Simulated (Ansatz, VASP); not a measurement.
**Sb: VASP beside Ansatz**

One calculation is typed for both programs; each brings its own data sets and cutoff. How far apart do they land?

Calculated with Ansatz 0.2.0; plane waves, with VASP 6.6.1 beside it; single point at PBEsol.

The database entry behind the starting cell differs from later determinations by our own check (c about 1.5 % short, from a theory paper), so it need not match the best structure at ambient conditions.

## Step 1: The starting structure

It takes space group R-3m (No. 166, trigonal). Conventional cell: a = 4.337 Å, b = 4.337 Å, c = 11.105 Å, α = 90.00°, β = 90.00°, γ = 120.00°. Nearest to Sb lie 3 Sb at 2.80 Å.

## Step 2: VASP: single point, PBEsol

With cell and atoms fixed, the geometry can't cause a difference; cores, projectors, grids and the points listed under the comparison can.

Lines of VASP's logs that name or quote its potential files are left out, and so is its time.

INCAR reads:

```
SYSTEM = Sb
PREC = Accurate
ENCUT = 400
EDIFF = 1E-05
NELM = 100
ISMEAR = 0
SIGMA = 0.05
LREAL = .FALSE.
ALGO = Normal
GGA = PS
NBANDS = 11
LORBIT = 11
LWAVE = .FALSE.
LCHARG = .FALSE.
KPAR = 4
```

POSCAR reads:

```
Sb
1.0
    2.1682650000      1.2518483814      3.7015700000
   -2.1682650000      1.2518483814      3.7015700000
    0.0000000000     -2.5036967628      3.7015700000
Sb
2
Direct
    0.7768800000      0.7768800000      0.7768800000
    0.2231200000      0.2231200000      0.2231200000
```

KPOINTS reads:

```
Automatic mesh
0
Gamma
6 6 6
0 0 0
```

The projector-augmented-wave data sets are Sb (PBE family, release 64).

Command:

```
$ mpirun -np 4 vasp_std
```

Numbers of over 12 decimals in the logs are rounded to 6 here.

The log of the run:

```text
[banner, memory and clock lines left out]
running    4 mpi-ranks, on    1 nodes
 distrk:  each k-point on    1 cores,    4 groups
 distr:  one band on    1 cores,    1 groups

 POSCAR found type information on POSCAR Sb
 POSCAR found :  1 types and       2 ions
|                                                                             |
|               ----> ADVICE to this user running VASP <----                  |
|                                                                             |
|     You enforced a specific xc type in the INCAR file but a different       |
|     [... a line on the potential file left out ...]
|     I HOPE YOU KNOW WHAT YOU ARE DOING!                                     |
|                                                                             |

 LDA part: xc-table for (Slater+PW92), standard interpolation
 POSCAR, INCAR and KPOINTS ok, starting setup
 FFT: planning ... GRIDC
 FFT: planning ... GRID_SOFT
 FFT: planning ... GRID
 WAVECAR not read
 entering main loop
       N       E                     dE             d eps       ncg     rms          rms(c)
DAV:   1     0.301651996188E+02    0.30165E+02   -0.31592E+03   704   0.580E+02
DAV:   2    -0.735751196856E+01   -0.37523E+02   -0.36490E+02   913   0.104E+02
DAV:   3    -0.896833365746E+01   -0.16108E+01   -0.16042E+01   820   0.245E+01
DAV:   4    -0.898233144449E+01   -0.13998E-01   -0.13996E-01   814   0.282E+00
DAV:   5    -0.898251404350E+01   -0.18260E-03   -0.18260E-03   826   0.342E-01    0.327E+00
DAV:   6    -0.895828087071E+01    0.24233E-01   -0.10450E-02   788   0.526E-01    0.199E+00
DAV:   7    -0.894683738103E+01    0.11443E-01   -0.21075E-02   761   0.750E-01    0.909E-02
DAV:   8    -0.894673656372E+01    0.10082E-03   -0.24534E-03   785   0.289E-01    0.335E-02
DAV:   9    -0.894669737318E+01    0.39191E-04   -0.23836E-04   800   0.923E-02    0.188E-02
DAV:  10    -0.894670015863E+01   -0.27854E-05   -0.18693E-05   707   0.295E-02
   1 F= -.89467002E+01 E0= -.89461657E+01  d E =-.106896E-02
```

From OUTCAR (step 2):

```text
ion  position               nearest neighbor table
   1  0.777  0.777  0.777-   2 2.80   2 2.80   2 2.80   2 3.50   2 3.50   2 3.50
   2  0.223  0.223  0.223-   1 2.80   1 2.80   1 2.80   1 3.50   1 3.50   1 3.50

  LATTYP: Found a trigonal (rhomboedric) cell.
 ALAT       =     4.4687937908
 COS(alpha) =     0.5291592045

 Subroutine GETGRP returns: Found 12 space group operations
 (whereof 12 operations were pure point group operations)

The static configuration has the point symmetry D_3d.

 Found     32 irreducible k-points:

   k-points           NKPTS =     32   k-points in BZ     NKDIM =     32   number of bands    NBANDS=     11

   dimension x,y,z NGX =    30 NGY =   30 NGZ =   30
   dimension x,y,z NGXF=    60 NGYF=   60 NGZF=   60

   ENCUT  =  400.0 eV  29.40 Ry    5.42 a.u.   7.29  7.29  7.29*2*pi/ulx,y,z

   NELECT =      10.0000    total number of electrons

 k-points in reciprocal lattice and weights: Automatic mesh
   0.00000000  0.00000000  0.00000000       0.005
   0.16666667 -0.00000000  0.00000000       0.028
   0.33333333 -0.00000000 -0.00000000       0.028
   0.50000000 -0.00000000  0.00000000       0.014
   0.16666667  0.16666667  0.00000000       0.028
   0.33333333  0.16666667  0.00000000       0.056
   0.50000000  0.16666667  0.00000000       0.056
  -0.33333333  0.16666667  0.00000000       0.056
  -0.16666667  0.16666667  0.00000000       0.028
[...]
-0.33333333  0.50000000  0.33333333       0.028
   0.50000000  0.50000000  0.50000000       0.005

 average (electrostatic) potential at core
       1 -85.6471       2 -85.6471

 E-fermi :   7.0443

 k-point     1 :       0.0000    0.0000    0.0000
  band No.  band energies     occupation
      1      -5.8173      2.00000
      2       2.5802      2.00000
      3       4.9986      2.00000
      4       4.9986      2.00000
      5       5.7284      2.00000
      6       8.3505      0.00000
      7       9.6226      0.00000
      8       9.6226      0.00000
      9      12.4624      0.00000
     10      12.4624      0.00000
    ...

 k-point     2 :       0.1667   -0.0000    0.0000
  band No.  band energies     occupation
      1      -5.5131      2.00000
      2       1.2043      2.00000
      3       4.8495      2.00000
      4       5.2664      2.00000
      5       5.9545      2.00000
      6       8.4634      0.00000
      7       9.3005      0.00000
      8       9.4236      0.00000
      9      11.5135      0.00000
     10      12.3253      0.00000
    ...

 k-point     3 :       0.3333   -0.0000   -0.0000
  band No.  band energies     occupation
      1      -4.6257      2.00000
      2      -0.9650      2.00000
      3       4.6052      2.00000
      4       5.2204      2.00000
      5       6.3956      2.00000
      6       7.6920      0.00000
      7       8.6220      0.00000
      8       8.7610      0.00000
      9      12.6679      0.00000
     10      13.5069      0.00000
    ...

  Total        1.5189364      1.5189364      1.3341688     -0.0000000      0.0000000      0.0000000
  in kB       40.3690813     40.3690813     35.4584739     -0.0000000      0.0000000      0.0000000
  external PRESSURE =      38.7322122 kB  Pullay stress =       0.0000000 kB

  energy-cutoff  :      400.00
  volume of cell :       60.28
      direct lattice vectors                 reciprocal lattice vectors
     2.168265000  1.251848381  3.701570000     0.230599120  0.133136464  0.090051879
    -2.168265000  1.251848381  3.701570000    -0.230599120  0.133136464  0.090051879
     0.000000000 -2.503696763  3.701570000     0.000000000 -0.266272928  0.090051879

 POSITION                                       TOTAL-FORCE (eV/Angst)
 -----------------------------------------------------------------------------------
      0.00000      0.00000      8.62703         0.000000     -0.000000     -1.523561
      0.00000      0.00000      2.47768         0.000000      0.000000      1.523561
 -----------------------------------------------------------------------------------
    total drift:                               -0.000000      0.000000     -0.000000

  FREE ENERGIE OF THE ION-ELECTRON SYSTEM (eV)
  ---------------------------------------------------
  free  energy   TOTEN  =        -8.9467001586 eV

  energy  without entropy=       -8.9456312019  energy(sigma->0) =       -8.94616568

 total charge
# of ion       s       p       d       tot
------------------------------------------
    1        1.214   1.187   0.039   2.440
    2        1.214   1.187   0.039   2.440
--------------------------------------------------
tot          2.427   2.374   0.078   4.879

[... 3 further parts left out ...]
```

The run ends at a pressure of 3.87 GPa, with forces up to 1.5 eV/Å.

## Step 3: Ansatz: single point, PBEsol

Ansatz runs on its default PAW (the set named soft_2) files.

The same cell, functional, mesh and smearing now go to Ansatz, which takes its cutoff from its data sets.

input.yaml reads:

```yaml
crystal:
  lattice:
    - [2.168265, 1.2518483814, 3.70157]
    - [-2.168265, 1.2518483814, 3.70157]
    - [0.0, -2.5036967628, 3.70157]
  atoms:
    - { symbol: Sb, position: [0.77688, 0.77688, 0.77688] }
    - { symbol: Sb, position: [0.22312, 0.22312, 0.22312] }
hamiltonian:
  xc: pbesol
  pseudopotentials: { kind: paw }
kpoints:
  mp_grid: { grid: [6, 6, 6] }
scf:
  occupations: { method: gaussian, width: 0.05 }
  n_extra_bands: 4
output:
  forces: true
  stress: true
  eigenvalues: true
  write_density: true
  write_potential: true
  elf: true
  volumetric_format: npy
```

Command:

```
$ ansatz run input.yaml --threads 2 --pin off --max-ram 4608MiB --backend cpu --events-out ev --progress --plain --runs-dir out
```

The log of the run:

```text
scf.n_extra_bands = 4 over 15 filled bands (N_el = 30.0): the run solves 19 bands
Engine: ansatz 0.2.0, aarch64-unknown-linux-gnu
Pseudopotentials: kind: paw
Pseudopotential: Sb, paw, valence charge 15, recommended cutoff 420 eV (normal), Sb.paw.azcp
Functional definition: PBEsol
  exchange = pbesol_x
  correlation = pbesol_c
Crystal: 2 atoms, lattice volume = 60.284 Å³
Basis set: ecut = 420 eV, 1183 PW (Γ), exchange–correlation on 60×60×60 points (8 copies of the dense FFT grid, shifted against one another)
Bands: 19, of which v1, the nominal top of the filled ones, is band 15 counted from 1 (14 counted from 0)
Symmetry: 12 space group operations
Space group: R-3m (ITA 166), of the structure as read, at distance tolerance 3.9e-5 Å
k-points: 32 of 216
Non-local potential: Sb, projectors of the file, l = 0: 2, l = 1: 2, l = 2: 2, l = 3: 2
PAW form: soft (Blöchl's): semilocal exchange-correlation on the pseudo side does not see the compensation charge
PAW frozen core: Sb, regenerated for the run's functional, and the local potential with it (the file was generated under x = pbe(κ = 0.804, μ = 0.219515), c = pbe(β = 0.066725))
PAW one-centre angular grid: Sb, 590 points (default); XC on 64 Gauss nodes
Initial density: superposition of atomic densities (neutral atoms: chi_scale 0, normalization atom), corrected by the library's trained network
Initial wavefunctions: pseudopotential atomic-orbital guess
Functional: x = pbesol(κ = 0.804, μ = 0.123457), c = pbesol(β = 0.046)
SCF iter   1: F=—  HF=-12816.021293 eV  |F-HF|=—  |Δ(HF+E_count)|=         —  Δρ=2.92e-3  dr2=3.82e-3  ethr=1.77e-3  ⟨swp⟩=6.6  Hψ=3277  notcnv=0
preconditioner: auto → none  [insulator: Δε(μ)=0.422 eV  Ē_g=8.847 eV  σ=0.050 eV  W_gap=0.51  n_scr=14 (ndim 8)  ℏωp=15.1 eV  f_vac=0.000  D(μ)=0.67/eV (n_scr^D=0)  ε∞_Penn≈3.9]
SCF iter   2: F=—  HF=-12816.018246 eV  |F-HF|=—  |Δ(HF+E_count)|=   3.05e-3  Δρ=1.26e-3  dr2=4.91e-4  ethr=1.27e-5  ⟨swp⟩=2.9  Hψ=1396  notcnv=0
SCF iter   3: F=—  HF=-12816.018216 eV  |F-HF|=—  |Δ(HF+E_count)|=   3.03e-5  Δρ=3.15e-4  dr2=6.25e-5  ethr=1.64e-6  ⟨swp⟩=2.0  Hψ=1088  notcnv=0
SCF iter   4: F=—  HF=-12816.018196 eV  |F-HF|=—  |Δ(HF+E_count)|=   1.97e-5  Δρ=1.10e-4  dr2=3.46e-6  ethr=2.08e-7  ⟨swp⟩=2.0  Hψ=1087  notcnv=0
SCF iter   5: F=—  HF=-12816.018198 eV  |F-HF|=—  |Δ(HF+E_count)|=   2.01e-6  Δρ=2.75e-5  dr2=3.12e-7  ethr=1.15e-8  ⟨swp⟩=2.0  Hψ=1089  notcnv=0
SCF iter   6: F=-12816.018198 eV  HF=-12816.018198 eV  |F-HF|=1.83e-9  |Δ(HF+E_count)|=   1.57e-7  Δρ=4.05e-6  dr2=7.49e-9  ethr=3.33e-10  ⟨swp⟩=10.0  Hψ=4545  notcnv=0
SCF 1 converged in 6 iterations: F = -12816.018198 eV  dr2 = 7.49e-9
  greatest PAW one-centre occupation: 0.996 electrons in one spin orbital (limit 2), on the Sb atom at site 1 (counted from 0), in its partial waves of l = 2
SCF converged after 6 iterations
Free energy (F): -12816.018198 eV
Harris-Foulkes:  -12816.018198 eV  (|F-HF|=1.83e-9)
Internal energy: -12816.017316 eV  (E = F + TS)
E sigma→0 (E₀):  -12816.017757 eV
Entropy (-TS):   -0.000882 eV (-0.441 meV/atom)
Fermi energy:    9.849564 eV
--- Per-component energies (eV) ---
  E_band       = -342.305905
  E_kinetic    = 416.366789
  E_local      = -3243.072882  (includes V_loc(G=0)·N_el)
  E_nonlocal   = 728.592934
  E_hartree    = 1469.113598
  E_xc         = -275.621288
  E_vxc        = -194.079878  (∫ρ·V_xc dr)
  E_paw        = -8999.447065  (= ΣΔE_a)
  E_vpaw       = -988.343841  (= ΣTr[D̂ρ^β])
  E_aug_tail   = -0.000004  (compensation charges beyond the density's cutoff)
  E_ewald      = -2912.613112
  E_core_change = 0.663714  (= ΣΔE_core)
  E_smearing   = -0.000882  (= −TS)
  E_closure    = -0.000000  (closes the sum)
  Σ components = -12816.018198   (vs F -12816.018198, Δ=0.00e0)
--- Forces (eV/Å), atoms counted from 1 ---
  atom   1  Sb    -0.00000000    -0.00000000    -1.44644471
  atom   2  Sb    -0.00000000     0.00000000     1.44644471
  max |Σ_I F_I| component: 4.44e-16 eV/Å
--- Stress (GPa, compression-positive) ---
        3.558428      -0.000000      -0.000000
       -0.000000       3.558428      -0.000000
       -0.000000      -0.000000       3.447810
  P = ⅓ Tr σ = 3.5216 GPa (35.216 kbar)
--- Band table (eV; the first three rows and the last of 32) ---
  k-point 0: bands = [... 11 lower, 5.3279, 7.8080, 7.8080, 8.5204, 11.1857, 12.4322, 12.4322, 15.3097]
  k-point 1: bands = [... 11 lower, 3.9814, 7.6620, 8.0582, 8.7433, 11.2828, 12.0988, 12.2187, 14.3535]
  k-point 2: bands = [... 11 lower, 1.8306, 7.4227, 8.0116, 9.1851, 10.4859, 11.4151, 11.5452, 15.5115]
  k-point 31: bands = [... 11 lower, 1.7083, 8.0457, 8.0457, 8.7219, 10.2863, 10.2863, 11.4368, 16.5324]
```

Elapsed: 2.7 s, on 2 threads of Arm Neoverse N1, shared host; peak memory 0.31 GiB.

Reading the cycles: dr2 is the Hartree energy of the density residual (eV), the measure of convergence; HF is the Harris–Foulkes estimate of the energy, which meets the free energy F at convergence.

The run ends at a pressure of 3.52 GPa, with forces up to 1.4 eV/Å.

## Step 4: Comparison

Known differences besides the potentials themselves: the data sets hold 30 valence electrons in Ansatz (default PAW (the set named soft_2) files) and 10 in VASP; the cutoff is 420 eV in Ansatz and 400 eV in VASP; Ansatz makes its cores anew for this functional, VASP keeps those of its PBE data sets; VASP leaves aspherical gradient terms in its spheres out (LASPH is not set), Ansatz keeps them. Total energies have different zeros and are not compared.

Both answers:

```csv
quantity,Ansatz,VASP,difference
pressure (GPa),3.52,3.87,-0.35
```

Forces (eV/Å; atoms numbered as in POSCAR):

```csv
atom,"Ansatz x, y, z","VASP x, y, z"
Sb1,"0.000, 0.000, -1.446","0.000, 0.000, -1.524"
Sb2,"0.000, 0.000, 1.446","0.000, 0.000, 1.524"
```

The forces differ by 45 meV/Å r.m.s., which is 5.1 % of the r.m.s. force of 0.88 eV/Å (both taken over all components).

## Step 5: Further runs

Further runs change the set-up of one program: Ansatz's method, potentials or start, or VASP's data sets, cutoff or form of LDA. The table gives Ansatz less VASP for each quantity, since a change that brings one quantity closer may part another.

```csv
run,r.m.s. force difference (meV/Å),pressure (GPa)
as above,45,-0.35
cores kept as stored,44,-0.35
Ansatz's all-electron LAPW method,45,-0.34
Ansatz's larger PAW set (cutoff 430 eV),45,-0.35
norm-conserving potentials (cutoff 1088 eV),46,-0.39
```

## Step 6: What came out

```json
{
  "r.m.s. force difference (single point, PBEsol)": "5.1 % of the r.m.s. force"
}
```

The r.m.s. force difference is 5.1 % of the r.m.s. force (single point, PBEsol), beyond the 3 % picked in this series as the mark of a large difference. For single point, PBEsol, no further run moves any of the tabulated differences by more than a quarter of its size. How closely two codes agree says nothing of how well the functional describes the real material.

[Lines on the potential files, build, host, timing and source positions are cut from VASP's logs without a mark.]

[Logs are printed without paths, hosts, clocks, repeated set-up lines and the standing remarks that a program may print on its own settings, such as how far it seeks lower states.]

[Hosts, paths, dates, database ids (printed as entryN), source tags and the programs' standing remarks are cut or masked in the printed files.]
